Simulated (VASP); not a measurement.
Data:

```
SrTiO3
1.0
    3.90500     0.00000     0.00000
    0.00000     3.90500     0.00000
    0.00000     0.00000     3.90500
Sr Ti O
1 1 3
Direct
  0.00000   0.00000   0.00000
  0.50000   0.50000   0.50000
  0.50000   0.00000   0.50000
  0.00000   0.50000   0.50000
  0.50000   0.50000   0.00000
```

These are PBE GGA, VASP's PBE PAW potentials (set 64) (plane waves; VASP) values and carry that method's errors. Run with 480 eV cut-off, 6×6×6 Γ-centred mesh, Gaussian smearing of 0.050 eV, potentials Sr_sv Ti O.

Energy and stress use the plane-wave basis of the starting cell.

**Question.** The ions, cell shape and volume are relaxed. What does this cell relax into?

**Answer.** 
```
SrTiO3
1.0
    3.94573     0.00000     0.00000
    0.00000     3.94573     0.00000
    0.00000     0.00000     3.94573
Sr Ti O
1 1 3
Direct
  0.00000   0.00000   0.00000
  0.50000   0.50000   0.50000
  0.50000   0.00000   0.50000
  0.00000   0.50000   0.50000
  0.50000   0.50000   0.00000
```
Space group Pm-3m (221), at a tolerance of 0.03 Å.

**Question.** How do energy and volume change from the first to the last step?

**Answer.** The energy (σ→0) changes by -7.0 meV/atom and the volume by +3.2 %, in 3 ionic steps.

| step | E(σ→0) (eV) | max force (eV/Å) | pressure (GPa) | volume (Å³) |
|---|---|---|---|---|
| 1 | -39.6432 | 0.000 | 6.11 | 59.55 |
| 2 | -39.6378 | 0.000 | -5.87 | 63.55 |
| 3 | -39.6780 | 0.000 | -0.02 | 61.43 |

The compound is SrTiO3 in the cubic perovskite structure, the ideal cubic form; the compound distorts at low or room temperature. This run relaxes it. Symmetry was kept, so distortions that lower it aren't found.
